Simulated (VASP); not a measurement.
Consider the following.

```
CELL_PARAMETERS angstrom
      0.00000     2.98714     2.98714
      2.98714     0.00000     2.98714
      2.98714     2.98714     0.00000
ATOMIC_POSITIONS crystal
  Cu 0.00000 0.00000 0.00000
  I  0.25000 0.25000 0.25000
```

Level of theory: PBE GGA with D3 dispersion (Becke-Johnson damping), VASP's PBE PAW potentials (set 64) (plane waves; VASP). Settings: 520 eV cut-off, Gaussian smearing of 0.050 eV, potentials Cu I.

Unless said otherwise, spin-orbit coupling is left out, though it shifts the bands of the heavy elements here.

Question: Estimate the band gap (along the path) with the smallest direct gap where there is one.

Answer: 
The band gap (along the path) is 1.27 eV and the smallest direct gap (along the path) is 1.27 eV.

Only differences to runs with the same potentials and settings are physical.

The compound is CuI in the zinc blende structure. It was relaxed first.
